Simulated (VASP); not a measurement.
Method: MS2 meta-GGA, VASP's PBE PAW potentials (set 64) (plane waves; VASP 6.6.1).

Input for VASP

File KPOINTS:
```
Automatic mesh
0
Gamma
11 11 11
0 0 0
```

POSCAR:
```
PdIn
1
    3.2500000000     0.0000000000     0.0000000000
    0.0000000000     3.2500000000     0.0000000000
    0.0000000000     0.0000000000     3.2500000000
In Pd
1 1
Direct
  0.5000000000   0.5000000000   0.5000000000
  0.0000000000   0.0000000000   0.0000000000
```

**INCAR**
```
SYSTEM = PdIn
PREC = Accurate
ENCUT = 520
EDIFF = 1E-7
NELM = 100
ALGO = Normal
LREAL = .FALSE.
LASPH = .TRUE.
ISMEAR = 1
SIGMA = 0.1
METAGGA = MS2
LMIXTAU = .TRUE.
LMAXMIX = 4
LWAVE = .FALSE.
LCHARG = .FALSE.
ISIF = 2
```

POTCAR, in this order: In_d Pd (PBE.64 set). Program: vasp_std.

Output

OSZICAR:
```
       N       E                     dE             d eps       ncg     rms          rms(c)
DAV:   1     0.139066179595E+03    0.13907E+03   -0.10575E+04  1717   0.186E+03
DAV:   2    -0.199555959659E+02   -0.15902E+03   -0.15534E+03  1736   0.386E+02
DAV:   3    -0.276284433730E+02   -0.76728E+01   -0.75406E+01  2114   0.903E+01
DAV:   4    -0.277421837274E+02   -0.11374E+00   -0.11372E+00  1972   0.106E+01
DAV:   5    -0.277474655649E+02   -0.52818E-02   -0.52818E-02  2499   0.216E+00    0.272E+01
DAV:   6    -0.533579339397E+01    0.22412E+02   -0.65103E+01  1778   0.148E+02    0.795E+00
DAV:   7    -0.362980939679E+01    0.17060E+01   -0.41523E+00  2093   0.336E+01    0.501E+00
DAV:   8    -0.360007861369E+01    0.29731E-01   -0.60145E-01  1903   0.651E+00    0.240E+00
DAV:   9    -0.359180480421E+01    0.82738E-02   -0.46332E-01  2121   0.138E+01    0.194E+00
DAV:  10    -0.356860265436E+01    0.23202E-01   -0.46149E-02  2086   0.417E+00    0.684E-01
DAV:  11    -0.356296616356E+01    0.56365E-02   -0.14708E-02  2177   0.211E+00    0.158E-01
DAV:  12    -0.356252404289E+01    0.44212E-03   -0.22181E-03  2212   0.938E-01    0.768E-02
DAV:  13    -0.356258425000E+01   -0.60207E-04   -0.13271E-03  1862   0.442E-01    0.113E-01
DAV:  14    -0.356254530795E+01    0.38942E-04   -0.14118E-03  1897   0.520E-01    0.105E-02
DAV:  15    -0.356255118018E+01   -0.58722E-05   -0.22882E-05  2051   0.695E-02    0.187E-02
DAV:  16    -0.356255334779E+01   -0.21676E-05   -0.11272E-06  2193   0.206E-02    0.152E-02
DAV:  17    -0.356255168608E+01    0.16617E-05   -0.11690E-05  1806   0.323E-02    0.769E-03
DAV:  18    -0.356255516319E+01   -0.34771E-05   -0.70831E-06  1960   0.441E-02    0.218E-03
DAV:  19    -0.356255612660E+01   -0.96340E-06   -0.59089E-07  1911   0.135E-02    0.720E-04
DAV:  20    -0.356255627805E+01   -0.15145E-06   -0.14903E-08   987   0.162E-03    0.746E-04
DAV:  21    -0.356255623383E+01    0.44215E-07   -0.11772E-08   938   0.163E-03
   1 F= -.35625562E+01 E0= -.35621943E+01  d E =-.108594E-02
```

File OUTCAR:
```
------------------------ aborting loop because EDIFF is reached ----------------------------------------
  FORCE on cell =-STRESS in cart. coord.  units (eV):
  Direction    XX          YY          ZZ          XY          YZ          ZX
  --------------------------------------------------------------------------------------
  Total       -0.0480739     -0.0480739     -0.0480739      0.0000000      0.0000000     -0.0000000
  in kB       -2.2437281     -2.2437281     -2.2437281      0.0000000      0.0000000     -0.0000000
  external PRESSURE =      -2.2437281 kB  Pullay stress =       0.0000000 kB
  volume of cell :       34.33
      direct lattice vectors                 reciprocal lattice vectors
     3.250000000  0.000000000  0.000000000     0.307692308  0.000000000  0.000000000
     0.000000000  3.250000000  0.000000000     0.000000000  0.307692308  0.000000000
     0.000000000  0.000000000  3.250000000     0.000000000  0.000000000  0.307692308
 POSITION                                       TOTAL-FORCE (eV/Angst)
 -----------------------------------------------------------------------------------
      1.62500      1.62500      1.62500         0.000000      0.000000      0.000000
      0.00000      0.00000      0.00000         0.000000      0.000000      0.000000
 -----------------------------------------------------------------------------------
    total drift:                                0.000000      0.000000     -0.000000
  FREE ENERGIE OF THE ION-ELECTRON SYSTEM (eV)
  ---------------------------------------------------
  free  energy   TOTEN  =        -3.5625562338 eV

  energy  without entropy=       -3.5614702922  energy(sigma->0) =       -3.56219425
```
(Selected blocks of OUTCAR.)

The compound is PdIn in the CsCl type structure. The cell was not relaxed at this level. The electron count is odd and the run is not spin-polarised, which forces a metal.
